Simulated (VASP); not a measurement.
Method: r2SCAN meta-GGA, VASP's PBE PAW potentials (set 64) (plane waves; VASP 6.6.1).

A VASP calculation is set up with these files.

INCAR:
```
# general
SYSTEM =PtSb
PREC   =Accurate
ENCUT  =400
LREAL  =.FALSE.
LASPH  =.TRUE.

# electronic loop
EDIFF  =1E-6
NELM   =100
ALGO   =Normal
LMAXMIX=6
LMIXTAU=.TRUE.

# smearing
ISMEAR =1
SIGMA  =0.1

# functional
METAGGA=R2SCAN

# ions
IBRION =2
NSW    =60
ISIF   =3
EDIFFG =-0.01

# output
LWAVE  =.FALSE.
LCHARG =.FALSE.
```

**KPOINTS**
```
Automatic mesh
0
Gamma
10 10 10
0 0 0
```

File POSCAR:
```
PtSb
1
    0.0000000000     2.9700000000     2.9700000000
    2.9700000000     0.0000000000     2.9700000000
    2.9700000000     2.9700000000     0.0000000000
Pt Sb
1 1
Direct
  0.0000000000   0.0000000000   0.0000000000
  0.5000000000   0.5000000000   0.5000000000
```

POTCAR, in this order: Pt Sb (PBE.64 set). Program: vasp_std.

The resulting files:

OUTCAR:
```
 ion  position               nearest neighbor table
   1  0.000  0.000  0.000-   2 2.97   2 2.97   2 2.97   2 2.97   2 2.97   2 2.97
   2  0.500  0.500  0.500-   1 2.97   1 2.97   1 2.97   1 2.97   1 2.97   1 2.97
  LATTYP: Found a face centered cubic cell.
 ALAT       =     5.9400000000
 Subroutine PRICEL returns:
 Original cell was already a primitive cell.
 Subroutine GETGRP returns: Found 48 space group operations
The static configuration has the point symmetry O_h .
The dynamic configuration has the point symmetry O_h .
 Subroutine INISYM returns: Found 48 space group operations
 Subroutine IBZKPT returns following result:
 Found     47 irreducible k-points:

 Following reciprocal coordinates:
            Coordinates               Weight
  0.000000  0.000000  0.000000      1.000000
  0.100000  0.000000  0.000000      8.000000
  0.200000  0.000000  0.000000      8.000000
  0.300000  0.000000  0.000000      8.000000
  0.400000  0.000000  0.000000      8.000000
  0.500000  0.000000  0.000000      4.000000
  0.100000  0.100000  0.000000      6.000000
  0.200000  0.100000  0.000000     24.000000
  0.300000  0.100000  0.000000     24.000000
  0.400000  0.100000  0.000000     24.000000
  0.500000  0.100000  0.000000     24.000000
 -0.400000  0.100000  0.000000     24.000000
 -0.300000  0.100000  0.000000     24.000000
 -0.200000  0.100000  0.000000     24.000000
 -0.100000  0.100000  0.000000     12.000000
  0.200000  0.200000  0.000000      6.000000
  0.300000  0.200000  0.000000     24.000000
  0.400000  0.200000  0.000000     24.000000
  0.500000  0.200000  0.000000     24.000000
 -0.400000  0.200000  0.000000     24.000000
 -0.300000  0.200000  0.000000     24.000000
 -0.200000  0.200000  0.000000     12.000000
  0.300000  0.300000  0.000000      6.000000
  0.400000  0.300000  0.000000     24.000000
...
```

File OSZICAR:
```
...
DAV:  11    -0.771054393290E+02   -0.64658E-02   -0.43328E-03  1073   0.678E-01    0.175E-02
DAV:  12    -0.771051650457E+02    0.27428E-03   -0.20951E-04  1109   0.171E-01    0.141E-02
DAV:  13    -0.771054550486E+02   -0.29000E-03   -0.22513E-04  1085   0.188E-01    0.490E-03
DAV:  14    -0.771054683046E+02   -0.13256E-04   -0.20799E-05  1097   0.675E-02    0.341E-03
DAV:  15    -0.771054730405E+02   -0.47359E-05   -0.36573E-06  1112   0.263E-02    0.170E-03
DAV:  16    -0.771054714204E+02    0.16200E-05   -0.27699E-06  1079   0.207E-02    0.754E-04
DAV:  17    -0.771054731002E+02   -0.16798E-05   -0.84276E-08   556   0.458E-03    0.233E-04
DAV:  18    -0.771054728119E+02    0.28829E-06   -0.13104E-08   562   0.130E-03
   1 F= -.77105473E+02 E0= -.77104852E+02  d E =-.771055E+02
       N       E                     dE             d eps       ncg     rms          rms(c)
DAV:   1    -0.991968742033E+02   -0.22091E+02   -0.42683E+02  1064   0.222E+02    0.541E+01
DAV:   2    -0.776683425363E+02    0.21529E+02   -0.91350E+01  1052   0.861E+01    0.145E+01
DAV:   3    -0.772669524249E+02    0.40139E+00   -0.26233E+00  1088   0.180E+01    0.738E+00
DAV:   4    -0.766138698631E+02    0.65308E+00   -0.27693E+00  1081   0.137E+01    0.325E+00
DAV:   5    -0.768430703096E+02   -0.22920E+00   -0.37004E-01  1071   0.573E+00    0.169E+00
DAV:   6    -0.768477480778E+02   -0.46778E-02   -0.13061E-02  1132   0.114E+00    0.125E+00
DAV:   7    -0.768319963993E+02    0.15752E-01   -0.21286E-02  1046   0.177E+00    0.368E-01
DAV:   8    -0.768536390689E+02   -0.21643E-01   -0.17957E-02  1040   0.168E+00    0.781E-02
DAV:   9    -0.768552994174E+02   -0.16603E-02   -0.43830E-04  1112   0.232E-01    0.938E-02
DAV:  10    -0.768564346924E+02   -0.11353E-02   -0.56712E-04  1069   0.249E-01    0.906E-03
DAV:  11    -0.768564369469E+02   -0.22544E-05   -0.54271E-05  1067   0.112E-01    0.506E-03
DAV:  12    -0.768564579563E+02   -0.21009E-04   -0.13857E-05  1058   0.664E-02    0.219E-03
DAV:  13    -0.768564610071E+02   -0.30508E-05   -0.51847E-07   574   0.122E-02    0.123E-03
DAV:  14    -0.768564591973E+02    0.18098E-05   -0.22079E-07   532   0.817E-03    0.661E-04
DAV:  15    -0.768564595874E+02   -0.39014E-06   -0.13522E-08   541   0.148E-03
   2 F= -.76856460E+02 E0= -.76856044E+02  d E =0.249013E+00
       N       E                     dE             d eps       ncg     rms          rms(c)
DAV:   1    -0.831759490428E+02   -0.63195E+01   -0.10760E+02  1073   0.111E+02    0.201E+01
DAV:   2    -0.778034144840E+02    0.53725E+01   -0.22851E+01  1034   0.519E+01    0.107E+01
DAV:   3    -0.779058102779E+02   -0.10240E+00   -0.54958E-01  1073   0.720E+00    0.689E+00
DAV:   4    -0.777347253633E+02    0.17108E+00   -0.35501E-01  1077   0.452E+00    0.116E+00
DAV:   5    -0.777501929121E+02   -0.15468E-01   -0.14917E-01  1066   0.424E+00    0.540E-01
DAV:   6    -0.777917774037E+02   -0.41584E-01   -0.12374E-01  1064   0.378E+00    0.299E-01
DAV:   7    -0.778142521730E+02   -0.22475E-01   -0.26023E-03  1111   0.581E-01    0.191E-01
DAV:   8    -0.778336104952E+02   -0.19358E-01   -0.55485E-03  1088   0.743E-01    0.662E-02
DAV:   9    -0.778359688167E+02   -0.23583E-02   -0.16665E-03  1100   0.561E-01    0.334E-02
DAV:  10    -0.778360694979E+02   -0.10068E-03   -0.88856E-05  1052   0.144E-01    0.338E-02
DAV:  11    -0.778360975925E+02   -0.28095E-04   -0.22041E-05  1067   0.733E-02    0.172E-02
DAV:  12    -0.778360800976E+02    0.17495E-04   -0.22387E-05  1052   0.815E-02    0.370E-03
DAV:  13    -0.778360955157E+02   -0.15418E-04   -0.17797E-06   968   0.241E-02    0.210E-03
DAV:  14    -0.778360969127E+02   -0.13970E-05   -0.11633E-06   640   0.112E-02    0.994E-04
DAV:  15    -0.778360988424E+02   -0.19297E-05   -0.11980E-07   538   0.440E-03    0.325E-04
DAV:  16    -0.778360979338E+02    0.90862E-06   -0.20583E-08   541   0.191E-03
   3 F= -.77836098E+02 E0= -.77835731E+02  d E =-.730625E+00
       N       E                     dE             d eps       ncg     rms          rms(c)
DAV:   1    -0.778435155401E+02   -0.74167E-02   -0.10756E-01  1073   0.351E+00    0.498E-01
DAV:   2    -0.778378408633E+02    0.56747E-02   -0.35250E-02  1049   0.185E+00    0.170E-01
DAV:   3    -0.778377003136E+02    0.14055E-03   -0.17409E-03  1034   0.433E-01    0.835E-02
DAV:   4    -0.778375299579E+02    0.17036E-03   -0.54521E-04  1103   0.167E-01    0.199E-02
DAV:   5    -0.778375924997E+02   -0.62542E-04   -0.14993E-04  1066   0.127E-01    0.150E-02
DAV:   6    -0.778375948994E+02   -0.23997E-05   -0.79976E-05  1079   0.905E-02    0.101E-02
DAV:   7    -0.778376255427E+02   -0.30643E-04   -0.16354E-05  1046   0.454E-02    0.227E-03
DAV:   8    -0.778376278844E+02   -0.23417E-05   -0.22187E-06   999   0.122E-02    0.118E-03
DAV:   9    -0.778376261109E+02    0.17735E-05   -0.16937E-07   517   0.592E-03    0.830E-04
DAV:  10    -0.778376276559E+02   -0.15451E-05   -0.55303E-08   517   0.372E-03    0.468E-04
DAV:  11    -0.778376260615E+02    0.15944E-05   -0.60663E-08   517   0.392E-03    0.845E-05
DAV:  12    -0.778376263477E+02   -0.28616E-06   -0.27398E-09   517   0.574E-04
   4 F= -.77837626E+02 E0= -.77837246E+02  d E =-.732154E+00
       N       E                     dE             d eps       ncg     rms          rms(c)
DAV:   1    -0.778405219297E+02   -0.28959E-02   -0.51067E-02  1079   0.242E+00    0.343E-01
DAV:   2    -0.778378362740E+02    0.26857E-02   -0.16596E-02  1049   0.128E+00    0.118E-01
DAV:   3    -0.778377703024E+02    0.65972E-04   -0.80888E-04  1034   0.296E-01    0.586E-02
DAV:   4    -0.778376955580E+02    0.74744E-04   -0.25745E-04  1108   0.115E-01    0.137E-02
DAV:   5    -0.778377193723E+02   -0.23814E-04   -0.71237E-05  1069   0.879E-02    0.103E-02
DAV:   6    -0.778377252685E+02   -0.58962E-05   -0.38458E-05  1071   0.629E-02    0.687E-03
DAV:   7    -0.778377375606E+02   -0.12292E-04   -0.81560E-06  1046   0.321E-02    0.152E-03
DAV:   8    -0.778377388250E+02   -0.12644E-05   -0.94515E-07   543   0.822E-03    0.727E-04
DAV:   9    -0.778377375616E+02    0.12634E-05   -0.10929E-07   517   0.434E-03    0.562E-04
DAV:  10    -0.778377382097E+02   -0.64811E-06   -0.13260E-08   517   0.156E-03
   5 F= -.77837738E+02 E0= -.77837344E+02  d E =-.732265E+00
       N       E                     dE             d eps       ncg     rms          rms(c)
DAV:   1    -0.778398383147E+02   -0.21008E-02   -0.38984E-02  1076   0.212E+00    0.300E-01
DAV:   2    -0.778377465709E+02    0.20917E-02   -0.12796E-02  1049   0.112E+00    0.107E-01
DAV:   3    -0.778377217103E+02    0.24861E-04   -0.63143E-04  1034   0.260E-01    0.539E-02
DAV:   4    -0.778376305402E+02    0.91170E-04   -0.19819E-04  1090   0.100E-01    0.121E-02
DAV:   5    -0.778376783118E+02   -0.47772E-04   -0.57957E-05  1077   0.794E-02    0.926E-03
DAV:   6    -0.778376568604E+02    0.21451E-04   -0.33447E-05  1061   0.585E-02    0.596E-03
DAV:   7    -0.778376825339E+02   -0.25674E-04   -0.80743E-06  1057   0.317E-02    0.123E-03
DAV:   8    -0.778376817954E+02    0.73854E-06   -0.61519E-07   526   0.714E-03
   6 F= -.77837682E+02 E0= -.77837300E+02  d E =0.564144E-04
       N       E                     dE             d eps       ncg     rms          rms(c)
DAV:   1    -0.778385721020E+02   -0.88957E-03   -0.14468E-02  1073   0.129E+00    0.183E-01
DAV:   2    -0.778378169392E+02    0.75516E-03   -0.47158E-03  1049   0.680E-01    0.634E-02
DAV:   3    -0.778377942165E+02    0.22723E-04   -0.23085E-04  1034   0.158E-01    0.314E-02
DAV:   4    -0.778377779491E+02    0.16267E-04   -0.73035E-05  1103   0.610E-02    0.729E-03
DAV:   5    -0.778377801188E+02   -0.21697E-05   -0.20480E-05  1072   0.471E-02    0.554E-03
DAV:   6    -0.778377855786E+02   -0.54598E-05   -0.11222E-05  1082   0.339E-02    0.366E-03
DAV:   7    -0.778377871066E+02   -0.15281E-05   -0.24645E-06  1043   0.176E-02    0.790E-04
DAV:   8    -0.778377876475E+02   -0.54085E-06   -0.25742E-07   517   0.434E-03
   7 F= -.77837788E+02 E0= -.77837399E+02  d E =-.494378E-04
```

**OUTCAR**
```
------------------------ aborting loop because EDIFF is reached ----------------------------------------
  FORCE on cell =-STRESS in cart. coord.  units (eV):
  Direction    XX          YY          ZZ          XY          YZ          ZX
  --------------------------------------------------------------------------------------
  Total        0.0051097      0.0051097      0.0051097      0.0000000      0.0000000     -0.0000000
  in kB        0.1963822      0.1963822      0.1963822      0.0000000      0.0000000     -0.0000000
  external PRESSURE =       0.1963822 kB  Pullay stress =       0.0000000 kB
  volume of cell :       41.69
      direct lattice vectors                 reciprocal lattice vectors
    -0.000000000  2.752068595  2.752068595    -0.181681518  0.181681518  0.181681518
     2.752068595  0.000000000  2.752068595     0.181681518 -0.181681518  0.181681518
     2.752068595  2.752068595  0.000000000     0.181681518  0.181681518 -0.181681518
 POSITION                                       TOTAL-FORCE (eV/Angst)
 -----------------------------------------------------------------------------------
      0.00000      0.00000      0.00000         0.000000      0.000000      0.000000
      2.75207      2.75207      2.75207        -0.000000      0.000000     -0.000000
 -----------------------------------------------------------------------------------
    total drift:                               -0.000000      0.000000      0.000000
  FREE ENERGIE OF THE ION-ELECTRON SYSTEM (eV)
  ---------------------------------------------------
  free  energy   TOTEN  =       -77.8377876475 eV

  energy  without entropy=      -77.8366204514  energy(sigma->0) =      -77.83739858

 reached required accuracy - stopping structural energy minimisation
```
(Selected blocks of OUTCAR.)

### CONTCAR
```
PtSb
   1.00000000000000
    -0.0000000000000000    2.7520685953721302    2.7520685953721302
     2.7520685953721302    0.0000000000000000    2.7520685953721302
     2.7520685953721302    2.7520685953721302    0.0000000000000000
  Pt              Sb
     1     1
Direct
     0.0000000000000000    0.0000000000000000    0.0000000000000000
     0.5000000000000000    0.5000000000000000    0.5000000000000000
```

File OUTCAR:
```
 val. band max:        9.2046006599   @ k =   0.5000   0.4000   0.1000

 cond. band min:       9.2343861510   @ k =   0.3000   0.3000   0.0000


 Fermi energy:         9.2182049782

 k-point     1 :       0.0000    0.0000    0.0000
  band No.  band energies     occupation
      1      -3.5542      2.00000
      2       5.7057      2.00000
      3       5.7057      2.00000
      4       5.7057      2.00000
      5       5.8279      2.00000
      6       5.8279      2.00000
      7      10.5322     -0.00000
      8      10.5322     -0.00000
      9      10.5322     -0.00000
     10      14.6455      0.00000
     11      17.9087      0.00000

 k-point     2 :       0.1000    0.0000    0.0000
  band No.  band energies     occupation
      1      -3.3933      2.00000
      2       5.5705      2.00000
      3       5.5869      2.00000
      4       5.5869      2.00000
      5       5.7949      2.00000
      6       5.7949      2.00000
      7       9.6368     -0.00000
      8      10.8719     -0.00000
      9      10.8719     -0.00000
     10      15.5504      0.00000
     11      17.6727      0.00000

 k-point     3 :       0.2000    0.0000    0.0000
  band No.  band energies     occupation
      1      -2.9190      2.00000
      2       5.0548      2.00000
      3       5.1244      2.00000
      4       5.1244      2.00000
      5       5.9614      2.00000
      6       5.9614      2.00000
      7       8.2373      2.00000
      8      11.6909      0.00000
      9      11.6909      0.00000
     10      16.0207      0.00000
     11      17.8401      0.00000

 k-point     4 :       0.3000    0.0000    0.0000
  band No.  band energies     occupation
      1      -2.1658      2.00000
      2       3.9728      2.00000
      3       4.6600      2.00000
      4       4.6600      2.00000
      5       6.1908      2.00000
      6       6.1908      2.00000
      7       7.3694      2.00000
      8      12.6721      0.00000
      9      12.6721      0.00000
...
```

Energy and stress use the plane-wave basis of the starting cell. Unless said otherwise, spin-orbit coupling is left out, though it shifts the bands of the heavy elements here.

The structure was generated: PtSb was put into the rock salt type (Fm-3m), which need not be its known phase. This run relaxes it. Symmetry was kept, so distortions that lower it aren't found. The electron count is odd and the run is not spin-polarised, which forces a metal.
